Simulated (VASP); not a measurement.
VASP ran on this input.

### INCAR
```
ALGO  =  Normal
EDIFF  =  1E-6
EDIFFG  =  -0.02
ENCUT  =  520
GGA  =  PE
IBRION  =  2
ISIF  =  3
ISMEAR  =  0
LASPH  =  T
LCHARG  =  F
LREAL  =  F
LWAVE  =  F
NELM  =  100
NSW  =  60
PREC  =  Accurate
SIGMA  =  0.05
SYSTEM  =  C
```

### POSCAR
```
C
1.0
  1.2339477470  -2.1372596941   0.0000000000
  1.2339477470   2.1372596941   0.0000000000
  0.0000000000   0.0000000000   7.9189249878
C
4
Cart
  0.0000000000   0.0000000000   1.9797312469
  0.0000000000   0.0000000000   5.9391937408
  1.2339477470   0.7124213229   1.9797312469
  1.2339477470  -0.7124213229   5.9391937408
```

KPOINTS:
```
K-points
0
gamma
9 9 3
```

POTCAR, in this order: C (PBE.64 set). Program: vasp_std.

**Question.** Write an equivalent input for Ansatz.

**Answer.** One equivalent input (not run):
Ansatz 0.2 input:
```yaml
crystal:
  lattice:
    - [1.2339477, -2.1372597, 0.0000000]
    - [1.2339477, 2.1372597, 0.0000000]
    - [0.0000000, 0.0000000, 7.9189250]
  atoms:
    - { symbol: C, position: [0.0000000, 0.0000000, 0.2500000] }
    - { symbol: C, position: [0.0000000, 0.0000000, 0.7500000] }
    - { symbol: C, position: [0.3333330, 0.6666670, 0.2500000] }
    - { symbol: C, position: [0.6666670, 0.3333330, 0.7500000] }
kpoints:
  mp_grid: { grid: [9, 9, 3] }
hamiltonian:
  xc: pbe
  pseudopotentials: { kind: paw }
scf:
  occupations: { method: gaussian, width: 0.05 }
  max_iter: 100
relax:
  max_steps: 60
  f_tol: 0.02
  cell: {}
output: { forces: true, stress: true, eigenvalues: true }
```
The two are equivalent in intent, not identical: each code has its own PAW files, so the cut-off isn't converted (ENCUT is set for VASP's; basis.ecutwfc is left out, and Ansatz then takes the one that its files recommend); Ansatz stops its SCF on the density residual and VASP on the energy change (EDIFF).

The compound is C in the graphite structure. It was relaxed first, which changed the volume by +19 %. The k-mesh is coarse (spacing up to 0.33 per Å, 2π included), so the numbers may not be converged in it. The start is the result of an earlier pass.
